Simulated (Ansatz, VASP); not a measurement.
NaLi3H3: VASP beside Ansatz

```xyz
7
Lattice="2.8804 0.0000 0.0000 0.0000 2.8804 0.0000 0.0000 0.0000 19.0735" Properties=species:S:1:pos:R:3 pbc="T T T"
Li    0.0000    0.0000    6.2000
Li    1.4402    1.4402    8.2367
Li    0.0000    2.8804   10.2735
H     1.4402    1.4402    6.2000
H     0.0000    0.0000    8.2367
H     1.4402    1.4402   10.2735
Na    0.0000    2.8804   13.7883
```

Alike in both runs: functional PBE; dispersion D4; k mesh 5 × 5 × 1; occupations fermi-dirac, width 0.1 eV; no spin polarisation.

Ansatz relaxed the structure, and its values are those at the end. VASP's run is a single point on that final structure, the one shown.

|  | VASP | Ansatz |
| --- | --- | --- |
| version | VASP 6.6.1 | Ansatz 0.2.0 |
| potentials or method | VASP PAW PBE potentials, release 64 (Li_sv, H, Na_pv) | plane waves, PAW |
| plane-wave cutoff (eV) | 520 | 463 |
| valence electrons in the cell | 19 | 21 |

Ansatz gave:

```
rms of the force components (eV/Å) : 0.075
dispersion energy (meV/atom)       : -49.2
```

Which values does VASP return?

rms of the force components (eV/Å): 0.074; dispersion energy (meV/atom): -49.3.

The functional is the same, so the differences come from potentials, cutoffs and numerics. The two sets of potentials don't hold the same shells in valence. Ansatz warned: «vacuum_density_over_bound».

Caveats: the k mesh is coarse (spacing up to 0.44 Å⁻¹), so the values aren't converged.
